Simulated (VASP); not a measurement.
Set up this calculation in VASP 6.6.1, as the native input.

* Task: single point
* Functional: PBE
* Potentials or basis: VASP PAW PBE potentials, release 64 (Ni, Fe, Mg)
* Cutoff: 520 eV
* k mesh: 6 × 5 × 5
* Occupations: fermi-dirac, width 0.05 eV
* Spin: collinear spin, ferromagnetic start
* Starting moments: [1.0, 3.0, 0.0, 0.0, 0.0, 0.0, 0.0, 0.0] μB
* Further INCAR settings: ALGO = Normal; EDIFF = 1e-07; NBANDS = 29

The structure of Mg6FeNi lies in POSCAR:

```
Mg6FeNi
1.0
    4.7076560000      0.0000000000      0.0000000000
    0.0000000000      2.9552330000      5.3716260000
    0.0000000000     -2.9552330000      5.3716260000
Ni Fe Mg
1 1 6
Direct
    0.0061680000      0.2049540000      0.1776610000
    0.5017280000      0.3087360000      0.3198800000
   -0.0002450000      0.6717480000      0.6648520000
    0.0057930000      0.1704870000      0.6466870000
    0.0037070000      0.6482690000      0.1699560000
    0.5029930000      0.8307280000      0.8315330000
    0.4972820000      0.3259650000      0.8554390000
    0.5028570000      0.8540600000      0.3289970000
```

The cell comes from a database or a generator and needn't be the stable form of this composition.

The cell isn't the ideal one: atoms moved at random, drawn with an rms of 0.05 Å.

These files were run (other wordings do the same):

INCAR

```
PREC = Accurate ; ENCUT = 520
EDIFF = 1E-7 ; ISMEAR = -1
SIGMA = 0.05 ; LREAL = False
LASPH = True ; NELM = 120
ALGO = Normal ; ISIF = 2
LWAVE = False ; LCHARG = False
ISPIN = 2 ; MAGMOM = 1 3 0 0 0 0 0 0
LORBIT = 11 ; LMAXMIX = 4
GGA = PE ; NBANDS = 29
```

KPOINTS

```
regular mesh
0
Gamma
  6 5 5
```

Potentials or basis: VASP PAW PBE potentials, release 64 (Ni, Fe, Mg).

Launch:

```sh
$ cat potpaw_PBE.64/Ni/POTCAR potpaw_PBE.64/Fe/POTCAR potpaw_PBE.64/Mg/POTCAR > POTCAR
$ mpirun -np 1 vasp_std > vasp.out
```

It gave:

* Pressure: 0.0 GPa
* Largest force: 0.213 eV/Å
* Band gap on the k mesh: none (metal or under the smearing width)
* Net moment: 2.95 μB per cell
* Site moments: Ni +0.34; Fe +2.75; Mg +0.01, -0.01 μB
* Valence electrons inside the program's atomic spheres: Ni 9.05; Fe 6.80; Mg 0.38, 0.40

Wall time 9.5 min on 1 thread of Intel(R) Xeon(R) 6975P-C (Granite Rapids) (shared host), peak memory 0.71 GiB.
